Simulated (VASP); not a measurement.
Level of theory: PBE GGA, VASP's PBE PAW potentials (set 64) (plane waves; VASP).

VASP ran on this input.

POSCAR:
```
CuI
1
    0.0000000000     3.0096438754     3.0096438754
    3.0096438754     0.0000000000     3.0096438754
    3.0096438754     3.0096438754     0.0000000000
Cu I
1 1
Direct
  1.0000000000   0.0000000000   0.0000000000
  0.2500000000   0.2500000000   0.2500000000
```

KPOINTS:
```
Automatic mesh
0
Gamma
8 8 8
0 0 0
```

INCAR:
```
SYSTEM = CuI
PREC = Accurate; ENCUT = 520; LREAL = .FALSE.
LASPH = .TRUE.
EDIFF = 1E-7; NELM = 100; ALGO = Normal
LMAXMIX = 4
ISMEAR = 0; SIGMA = 0.05
GGA = PE
ISIF = 2
LWAVE = .FALSE.; LCHARG = .FALSE.
```

POTCAR, in this order: Cu I (PBE.64 set). Program: vasp_std.

What VASP printed:

**OUTCAR**
```
 ion  position               nearest neighbor table
   1  0.000  0.000  0.000-   2 2.61   2 2.61   2 2.61   2 2.61
   2  0.250  0.250  0.250-   1 2.61   1 2.61   1 2.61   1 2.61
  LATTYP: Found a face centered cubic cell.
 ALAT       =     6.0192877508
 Subroutine PRICEL returns:
 Original cell was already a primitive cell.
 Subroutine GETGRP returns: Found 24 space group operations
The static configuration has the point symmetry T_d .
The dynamic configuration has the point symmetry T_d .
 Subroutine INISYM returns: Found 24 space group operations
 Subroutine IBZKPT returns following result:
 Found     29 irreducible k-points:

 Following reciprocal coordinates:
            Coordinates               Weight
  0.000000  0.000000  0.000000      1.000000
  0.125000  0.000000  0.000000      8.000000
  0.250000  0.000000  0.000000      8.000000
  0.375000  0.000000  0.000000      8.000000
  0.500000  0.000000  0.000000      4.000000
  0.125000  0.125000  0.000000      6.000000
  0.250000  0.125000  0.000000     24.000000
  0.375000  0.125000  0.000000     24.000000
  0.500000  0.125000  0.000000     24.000000
 -0.375000  0.125000  0.000000     24.000000
 -0.250000  0.125000  0.000000     24.000000
 -0.125000  0.125000  0.000000     12.000000
  0.250000  0.250000  0.000000      6.000000
  0.375000  0.250000  0.000000     24.000000
  0.500000  0.250000  0.000000     24.000000
 -0.375000  0.250000  0.000000     24.000000
 -0.250000  0.250000  0.000000     12.000000
  0.375000  0.375000  0.000000      6.000000
  0.500000  0.375000  0.000000     24.000000
 -0.375000  0.375000  0.000000     12.000000
  0.500000  0.500000  0.000000      3.000000
  0.375000  0.250000  0.125000     24.000000
  0.500000  0.250000  0.125000     48.000000
 -0.375000  0.250000  0.125000     24.000000
  0.500000  0.375000  0.125000     24.000000
 -0.375000  0.375000  0.125000     48.000000
 -0.250000  0.375000  0.125000     24.000000
 -0.375000  0.500000  0.125000     12.000000
 -0.250000  0.500000  0.250000      6.000000
   k-points           NKPTS =     29   k-points in BZ     NKDIM =     29   number of bands    NBANDS=     13
   number of dos      NEDOS =    301   number of ions     NIONS =      2
   total plane-waves  NPLWV =  32768
   dimension x,y,z NGX =    32 NGY =   32 NGZ =   32
   dimension x,y,z NGXF=    64 NGYF=   64 NGZF=   64
   ions per type =               1   1
   PREC   = accura    normal or accurate (medium, high low for compatibility)
   ISTART =      0    job   : 0-new  1-cont  2-samecut
   ICHARG =      2    charge: 1-file 2-atom 10-const
   ISPIN  =      1    spin polarized calculation?
   LNONCOLLINEAR =      F non collinear calculations
   LSORBIT =      F    spin-orbit coupling
   INIWAV =      1    electr: 0-lowe 1-rand  2-diag
   ENCUT  =  520.0 eV  38.22 Ry    6.18 a.u.   7.91  7.91  7.91*2*pi/ulx,y,z
   NELM   =    100;   NELMIN=  2; NELMDL= -5     # of ELM steps
   EDIFF  = 0.1E-06   stopping-criterion for ELM
   LREAL  =      F    real-space projection
   NLSPLINE    = F    spline interpolate recip. space projectors
   LMAXMIX     =    4 max onsite mixed and CHGCAR
   VOSKOWN=      0    Vosko Wilk Nusair interpolation
   EDIFFG = 0.1E-05   stopping-criterion for IOM
   NSW    =      0    number of steps for IOM
   NBLOCK =      1;   KBLOCK =      1    inner block; outer block
   IBRION =     -1    ionic relax: 0-MD 1-quasi-New 2-CG
   NFREE  =      0    steps in history (QN), initial steepest desc. (CG)
   ISIF   =      2    stress and relaxation
   ISYM   =      2    0-nonsym 1-usesym 2-fastsym
   TEIN   =    0.0    initial temperature
   TEBEG  =    0.0;   TEEND  =   0.0 temperature during run
   SMASS  =  -3.00    Nose mass-parameter (am)
...
```

OSZICAR:
```
       N       E                     dE             d eps       ncg     rms          rms(c)
DAV:   1     0.106150348029E+03    0.10615E+03   -0.80910E+03   759   0.149E+03
DAV:   2     0.198432647182E+01   -0.10417E+03   -0.98572E+02   764   0.263E+02
DAV:   3    -0.552846250244E+01   -0.75128E+01   -0.74099E+01  1022   0.834E+01
DAV:   4    -0.578031145771E+01   -0.25185E+00   -0.25172E+00   935   0.130E+01
DAV:   5    -0.578623192290E+01   -0.59205E-02   -0.59203E-02  1074   0.210E+00    0.544E+00
DAV:   6    -0.570684220543E+01    0.79390E-01   -0.36818E+00   793   0.558E+01    0.352E+00
DAV:   7    -0.555614930984E+01    0.15069E+00   -0.83215E-01   824   0.332E+01    0.177E+00
DAV:   8    -0.555886700692E+01   -0.27177E-02   -0.52366E-02  1127   0.396E+00    0.496E-01
DAV:   9    -0.555552714288E+01    0.33399E-02   -0.16374E-02   942   0.408E+00    0.146E-01
DAV:  10    -0.555569194183E+01   -0.16480E-03   -0.74522E-04   904   0.259E-01    0.710E-02
DAV:  11    -0.555573582414E+01   -0.43882E-04   -0.42830E-04   947   0.643E-01    0.319E-02
DAV:  12    -0.555573311268E+01    0.27115E-05   -0.40481E-05  1191   0.132E-01    0.284E-02
DAV:  13    -0.555573191008E+01    0.12026E-05   -0.21062E-06  1146   0.303E-02    0.167E-02
DAV:  14    -0.555573100253E+01    0.90755E-06   -0.87097E-06  1042   0.957E-02    0.294E-03
DAV:  15    -0.555573140363E+01   -0.40110E-06   -0.13641E-06   809   0.831E-03    0.493E-03
DAV:  16    -0.555573135806E+01    0.45574E-07   -0.43144E-08   497   0.371E-03
   1 F= -.55557314E+01 E0= -.55557314E+01  d E =-.202790E-14
```

**OUTCAR**
```
------------------------ aborting loop because EDIFF is reached ----------------------------------------
  FORCE on cell =-STRESS in cart. coord.  units (eV):
  Direction    XX          YY          ZZ          XY          YZ          ZX
  --------------------------------------------------------------------------------------
  Total        0.4395424      0.4395424      0.4395424     -0.0000000      0.0000000      0.0000000
  in kB       12.9162389     12.9162389     12.9162389     -0.0000000      0.0000000      0.0000000
  external PRESSURE =      12.9162389 kB  Pullay stress =       0.0000000 kB
  volume of cell :       54.52
      direct lattice vectors                 reciprocal lattice vectors
     0.000000000  3.009643875  3.009643875    -0.166132613  0.166132613  0.166132613
     3.009643875  0.000000000  3.009643875     0.166132613 -0.166132613  0.166132613
     3.009643875  3.009643875  0.000000000     0.166132613  0.166132613 -0.166132613
  FREE ENERGIE OF THE ION-ELECTRON SYSTEM (eV)
  ---------------------------------------------------
  free  energy   TOTEN  =        -5.5557313581 eV

  energy  without entropy=       -5.5557313581  energy(sigma->0) =       -5.55573136
```
(Selected blocks of OUTCAR.)

The compound is CuI in the zinc blende structure. This cell is one point of a volume scan, at 0.97 of the reference volume.
